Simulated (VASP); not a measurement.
Energy against volume of Co (hcp). Method: AM05 GGA, VASP's PBE PAW potentials (set 64) (plane waves; VASP). Run with 520 eV cut-off, 17×17×9 Γ-centred mesh, first-order Methfessel-Paxton smearing of 0.10 eV, potentials Co.

Shape and ions are relaxed at each volume.

| V (Å³/atom) | E (eV/atom) |
|---|---|
| 9.991 | -7.48814 |
| 10.300 | -7.49576 |
| 10.609 | -7.48920 |
| 10.918 | -7.47088 |

Q: Fit these four points and predict the energy of the run at 9.682 Å³/atom.

A: A cubic in V^(−2/3), the third-order Birch-Murnaghan form, passes through the four points with V0 = 10.30 Å³/atom and B0 = 244 GPa, and gives -7.4635 eV/atom there. The run gave -7.4640 eV/atom, -0.5 meV/atom from the fit; all five points give B0 = 242 GPa.

The compound is Co in the hcp structure. It was relaxed first, which changed the volume by -7 %.
